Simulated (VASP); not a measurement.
An input for VASP 6.6.1 (BeB):

The input run.py:

```python
from ase.calculators.vasp import Vasp
from ase.dft.bandgap import bandgap
from ase.spacegroup import crystal

atoms = crystal(
    ['Be', 'B'],
    basis=[[0.0, 0.0, 0.0], [0.5, 0.5, 0.5]],
    spacegroup=221,
    setting=1,
    cellpar=[2.39675, 2.39675, 2.39675, 90.0, 90.0, 90.0],
    primitive_cell=True,
)
atoms.set_initial_magnetic_moments([[0.289, 0.289, 0.289], [0.0, 0.0, 0.0]])
calc = Vasp(
    directory='calc',
    pp='PBE',
    setups='recommended',
    prec='Accurate',
    encut=520,
    ediff=1e-06,
    ismear=-1,
    sigma=0.1,
    lreal=False,
    lasph=True,
    nelm=55,
    algo='Normal',
    isif=2,
    lwave=False,
    lcharg=True,
    lnoncollinear=True,
    lorbit=11,
    gga='QQ',
    kpts=[8, 8, 8],
    gamma=True,
)
atoms.calc = calc

print('energy (eV):', atoms.get_potential_energy())
print('free energy (eV):', atoms.get_potential_energy(force_consistent=True))
efermi = calc.get_fermi_level()
print('Fermi level (eV):', efermi)
path = atoms.cell.bandpath(npoints=60, eps=1e-4)
print('path:', path.path)
calc.set(kpts=path.kpts, reciprocal=True, icharg=11, isym=0, lcharg=False)
calc.calculate(atoms)
print('gap on the path (eV):', bandgap(calc, efermi=efermi)[0])
print('direct gap on the path (eV):', bandgap(calc, efermi=efermi, direct=True)[0])
```

Potentials or basis: VASP PAW PBE potentials, release 64 (Be, B).

Run with:

```bash
$ python run.py
```

Q: How does this run end?

A: The run stopped without a result. It printed:

Output:

```text
Traceback (most recent call last):
  ...
ase.calculators.calculator.CalculationFailed: vasp in <dir> returned an error: 1 stderr is in vasp.out
```

OUTCAR:

```text
ENCUT = 520.000000
   EDIFF = 1.00e-06
   GGA = QQ
   PREC = Accurate
   ISIF = 2
   ISMEAR = -1
   LORBIT = 11
   NELM = 55
   LASPH = .TRUE.
   LNONCOLLINEAR = .TRUE.
   LREAL = .FALSE.
   ISPIN = 2
```

Among its messages:

```text
Error: One of the selected functionals does not exist. ---->  I REFUSE TO CONTINUE WITH THIS SICK JOB ... BYE!!! <----
```
